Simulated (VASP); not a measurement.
An input for Quantum ESPRESSO's pw.x (written as the equivalent of a VASP run, and not itself run):

```
&CONTROL
  calculation = 'scf'
  pseudo_dir = './pseudo'
  outdir = './out'
  tprnfor = .true.
  tstress = .true.
/
&SYSTEM
  ibrav = 0
  nat = 10
  ntyp = 2
  ecutwfc = 84
  occupations = 'smearing'
  smearing = 'gaussian'
  degauss = 0.000735
  input_dft = 'pbe'
/
&ELECTRONS
  conv_thr = 7.3e-08
  electron_maxstep = 100
/
ATOMIC_SPECIES
  Ga 69.723 Ga.upf
  O 15.999 O.upf
CELL_PARAMETERS angstrom
     5.9774700   -1.4833930    0.0000000
     5.9774700    1.4833930    0.0000000
    -1.3474370    0.0000000    5.5005700
ATOMIC_POSITIONS crystal
  Ga   0.3411600  0.3411600  0.6852700
  Ga   0.6588400  0.6588400  0.3147300
  Ga   0.9095300  0.9095300  0.2052100
  Ga   0.0904700  0.0904700  0.7947900
  O    0.5035300  0.5035300  0.7433400
  O    0.4964700  0.4964700  0.2566600
  O    0.8266300  0.8266300  0.4367700
  O    0.1733700  0.1733700  0.5632300
  O    0.1645000  0.1645000  0.1091500
  O    0.8355000  0.8355000  0.8908500
K_POINTS automatic
  7 7 4 0 0 0
```

Task: Translate this input to VASP (INCAR, KPOINTS, POSCAR, choice of POTCAR).

Result: One answer among several that fit: 
POSCAR:
```
Ga2O3
1.0
  5.9774700000  -1.4833930000   0.0000000000
  5.9774700000   1.4833930000   0.0000000000
 -1.3474370000   0.0000000000   5.5005700000
Ga O
4 6
Cart
  3.1551891774  -0.0000000000   3.7693756039
  7.4523138226   0.0000000000   1.7311943961
 10.5968690314  -0.0000000000   1.1287719697
  0.0106339686  -0.0000000000   4.3717980303
  5.0180671186   0.0000000000   4.0887937038
  5.5894358814  -0.0000000000   1.4117762962
  9.2937919937   0.0000000000   2.4024839589
  1.3137110063   0.0000000000   3.0980860411
  1.8195148815   0.0000000000   0.6003872155
  8.7879881186  -0.0000000000   4.9001827845
```

### INCAR
```
LASPH = .TRUE.   ! aspherical one-centre terms
LMAXMIX = 4   ! l cut-off of mixed one-centre charges
ISMEAR = 0   ! Gaussian
PREC = Accurate
ENCUT = 400
GGA = PE   ! PBE
LWAVE = .FALSE.
LREAL = .FALSE.
EDIFF = 1E-6   ! SCF stop (eV)
ALGO = Normal   ! blocked Davidson
SIGMA = 0.01   ! width (eV)
LCHARG = .FALSE.
ISIF = 2   ! forces and stress, cell fixed
SYSTEM = Ga2O3
NELM = 100
```

### KPOINTS
```
Automatic mesh
0
Gamma
7 7 4
0 0 0
```

POTCAR, in this order: Ga_d O (PBE.64 set). Program: vasp_std.

What does not carry over: the potentials are each code's own (VASP's PAW set, PseudoDojo norm-conserving files in pw.x), so ENCUT and ecutwfc are chosen apart and not converted; conv_thr bounds pw.x's estimated SCF error, while EDIFF bounds the energy change between steps.

The structure comes from a computed database's Ga2O3 entry; how it stands against other phases isn't given here. The cell was not relaxed at this level, and its volume differs by -8.7 % from the start's.
